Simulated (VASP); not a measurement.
# Lattice constant of fcc nickel from LDA to r2SCAN, with and without dispersion terms

The usual rule of thumb says that LDA makes lattice constants too short, PBE makes them too long, and PBEsol falls between the two and close to experiment. I put it to the test on ferromagnetic nickel, where the choice matters in practice: the lattice constant sets the strain in slabs for catalysis, in magnetic multilayers and in nickel contacts under graphene. The calculated quantity is the cubic lattice constant $a$ of the static crystal at zero pressure, for eight levels of theory, two of which are a listed functional with a dispersion term added. The yardstick is one powder diffraction value, 3.523 Å. I also want to see whether dispersion terms help or harm in a dense metal.

## Set-up

Cells start from entries of a diffraction database. VASP 6.6.1, plane waves with PAW, cutoff 450 eV; cell and atoms fully relaxed at zero pressure at each level, static lattice, no spin-orbit coupling, collinear spin. All ran on Intel(R) Xeon(R) 6975P-C (Granite Rapids), shared with other work, so times are rough. The PAW data sets differ between levels: LDA sets for LDA; PBE sets for PBE, PBEsol, RPBE, r2SCAN and vdW-DF-cx. Non-spherical gradient terms inside the PAW spheres (LASPH) are on in the rows so marked and off in the others; they change results slightly and raise the cost.

Notes on method and selection:

- Measured lattice constants hold zero-point and thermal expansion, some 0.1 to 0.5 % in a at room temperature.
- Only cubic crystals whose measured lattice constant lies within 4 % of the PBEsol one are shown, so larger misses are missing.
- Non-spherical gradient terms in the PAW spheres (LASPH) were on for r2SCAN, r2SCAN + rVV10 and vdW-DF-cx, and off for RPBE, PBE, PBEsol, PBEsol + D3(BJ) and LDA; where rows differ in this, it bears on volumes, moments and cost.
- Runs that did not converge, have known faults or may not be shown are not listed, and runs on Ansatz's PAW sets soft_1 and soft_2 are kept to separate tables.

Columns:

- a (Å): cubic lattice constant.
- cost per step (core-s): processor time per ionic step of the relaxation.

Input lines of one member:

```
PREC = Accurate
ENCUT = 450
EDIFF = 1E-06
NELM = 100
ISMEAR = 1
SIGMA = 0.15
LREAL = .FALSE.
ALGO = Normal
GGA = RP
NBANDS = 11
ISPIN = 2
LMAXMIX = 4
LORBIT = 11
KPAR = 4
IBRION = 2
```

Command (options for logging and memory left out): `mpirun -np 4 vasp_std`

## Computed values

| member | a (Å) | cost per step (core-s) | remark |
| --- | --- | --- | --- |
| RPBE | 3.552 | 19 |  |
| PBE | 3.517 | 19 |  |
| r2SCAN | 3.478 | 110 | LASPH on |
| vdW-DF-cx | 3.471 | 35 | LASPH on |
| r2SCAN + rVV10 | 3.467 | 94 | LASPH on |
| PBEsol | 3.462 | 18 |  |
| PBEsol + D3(BJ) | 3.428 | 19 |  |
| LDA | 3.422 | 18 |  |

## Reading the trend

The order of the rule holds, but its verdict on accuracy does not. From LDA to PBEsol $a$ grows by 3.462 − 3.422 = 0.040 Å, from PBEsol to PBE by 3.517 − 3.462 = 0.055 Å, and from PBE to RPBE by 3.552 − 3.517 = 0.035 Å. The measured value lies between PBE and RPBE, well above PBEsol.

Theory gives the reason for the order. Gradient-corrected exchange multiplies the LDA exchange energy density by a factor which in PBE and PBEsol reads

$$F_x(s) = 1 + \kappa - \frac{\kappa}{1 + \mu s^2/\kappa},$$

where $s$ is the reduced density gradient, $\kappa$ is about 0.80, and $\mu$ is about 0.22 in PBE and 0.12 in PBEsol. LDA has $F_x = 1$. When the crystal expands, $s$ rises between the atoms, so a steeper $F_x$ rewards expansion. RPBE keeps the same $\mu$ and $\kappa$ as PBE but climbs faster at intermediate $s$, which lengthens $a$ further.

The expansion is not simply proportional to $\mu$. Measured from LDA, PBE lengthens $a$ by 3.517 − 3.422 = 0.095 Å, which is 0.095 / 0.040 = 2.4 times as much as PBEsol does, while the ratio of $\mu$ is 0.22 / 0.12 = 1.8. Gradient-corrected correlation pulls the other way, and PBEsol weakens it less than it weakens exchange, which acts in the right direction to raise the ratio.

Dispersion terms shorten the lattice, because they add an attraction that strengthens as atoms approach. D3(BJ) changes PBEsol by 3.428 − 3.462 = −0.034 Å, and rVV10 changes r2SCAN by 3.467 − 3.478 = −0.011 Å. Since both parent functionals already give too short a lattice, both terms lead away from the measured value. vdW-DF-cx has non-local correlation built in, and the table holds no parent functional from which its dispersion part could be read off.

## Residuals

PBEsol + D3(BJ) departs most clearly from the order set by the gradient terms. It ends only 3.428 − 3.422 = 0.006 Å above LDA, although its exchange and correlation are those of PBEsol. The likeliest reason is that D3 sums attractions between atom pairs with coefficients that do not know how conduction electrons screen them, so the attraction is too strong in a metal. Its closeness to LDA is a coincidence of two different kinds of overbinding.

r2SCAN is the surprise for anyone who expects a higher rung of functional to be more accurate. It lies 3.517 − 3.478 = 0.039 Å below PBE but only 0.016 Å above PBEsol. A plausible reason is that r2SCAN and PBEsol both respect the gradient expansion of the exchange energy for slowly varying densities, which keeps their gradient corrections modest in a metal. The r2SCAN run also used PAW data made for PBE, an inconsistency whose sign I do not know.

## Measured against computed

| member | quantity | measured | computed | computed − measured | conditions | source |
| --- | --- | --- | --- | --- | --- | --- |
| r2SCAN | a (Å) | 3.523 ± 0.001 | 3.478 | −0.045 (−1.3 %) | commercial metal powder; measurement temperature not stated; powder XRD, LeBail refinement; commercial nickel metal powder | [1] |

Sources:

[1] "Abiotic ammonium formation in the presence of Ni-Fe metals and alloys and its implications for the Hadean nitrogen cycle" (2008, PubMed Central 2430951)

Against 3.523 Å, PBE is the best level at 3.517 − 3.523 = −0.006 Å and LDA the worst at 3.422 − 3.523 = −0.101 Å, or roughly −3 %. RPBE is the only level above the measured value, by 3.552 − 3.523 = 0.029 Å. The others fall short: r2SCAN by 3.523 − 3.478 = 0.045 Å, vdW-DF-cx by 3.523 − 3.471 = 0.052 Å, r2SCAN + rVV10 by 3.523 − 3.467 = 0.056 Å, PBEsol by 3.523 − 3.462 = 0.061 Å and PBEsol + D3(BJ) by 3.523 − 3.428 = 0.095 Å.

Lattice expansion cannot excuse the PBEsol error. Even the full 0.5 % amounts to 0.018 Å, or 0.018 / 0.061 = 0.30 of the miss; the rest is mainly overbinding by the functional. For PBE the correction may be smaller or larger than the miss of 0.006 Å, depending on where in the range of 0.1 to 0.5 % it falls, so I would not say whether PBE is slightly short or slightly long for the static crystal.

The measured sample was a commercial powder and its temperature is not stated. The quoted uncertainty of 0.001 Å presumably covers the refinement rather than impurities or instrument alignment. Errors from those sources would have to reach several hundredths of an ångström to rescue PBEsol, which is implausible for a simple cubic pattern.

## Cost against accuracy

The more expensive functional buys no accuracy for this property. r2SCAN takes 110 core-s per ionic step against 19 for PBE, a factor of 110 / 19 = 5.8, and its lattice constant is farther from the measured one. Part of the extra cost comes from the non-spherical terms, which were on for r2SCAN and off for PBE, and part may come from a different number of electronic cycles per step. LDA and the plain gradient-corrected functionals all cost 18 or 19 core-s, so among them accuracy alone can decide. D3(BJ) adds practically nothing to the bill. The lower figure for r2SCAN + rVV10 than for r2SCAN itself is no sign that the dispersion term saves time, since the number of electronic cycles per step varies from run to run.

## Short exercises

**I want RPBE adsorption energies on a nickel slab. What strain do I build in by keeping the PBE lattice constant?**

The strain relative to the RPBE equilibrium is (3.517 − 3.552) / 3.552 = −0.0099, a compression of 1.0 % along each in-plane direction. Compression widens the d band and usually weakens adsorption on a late transition metal, so the slab should be built with 3.552 Å if the surface is meant to be unstrained within RPBE.

**How much do the dispersion terms change the volume per atom?**

The volume scales as $a^3$. For D3(BJ) on PBEsol the ratio is (3.428 / 3.462)³ = 0.971, a loss of 2.9 %. For rVV10 on r2SCAN it is (3.467 / 3.478)³ = 0.991, a loss of 0.9 %.

**PBE is closest to experiment. Which level comes second?**

Against the raw value RPBE does, with a miss of 0.029 Å against 0.045 Å for r2SCAN. The measured crystal, however, holds 0.1 to 0.5 % of zero-point and thermal expansion if it was at room temperature. Removing it gives a static reference between 3.523 / 1.005 = 3.505 Å and 3.523 / 1.001 = 3.519 Å. At the upper end the misses are 3.552 − 3.519 = 0.033 Å for RPBE and 3.519 − 3.478 = 0.041 Å for r2SCAN; at the lower end they are 3.552 − 3.505 = 0.047 Å and 3.505 − 3.478 = 0.027 Å. Second place therefore depends on the correction, while PBE stays first at both ends, with misses of 0.002 Å and 0.012 Å.

## Conclusions

For nickel, stronger gradient enhancement of exchange means a longer lattice, and PBE has about the right amount. This agrees with what is generally found for 3d metals, where LDA and PBEsol bind too tightly; in many 4d and 5d metals PBEsol does better, so the ranking should not be carried over to them. Nor does the size of the PBEsol error here say how large such errors can become, because crystals that PBEsol misses by more than 4 % were left out of the selection.

The static lattice omits zero-point motion and heat, both of which would lengthen every value in the table. That would bring LDA, PBEsol and r2SCAN nearer to the measured value and take RPBE farther from it. Differences of a few thousandths of an ångström, such as that between r2SCAN + rVV10 and PBEsol, are too small to rank levels that also differ in the LASPH setting.

[Logs are printed without paths, hosts, clocks, repeated set-up lines and the standing remarks that a program may print on its own settings, such as how far it seeks lower states.]
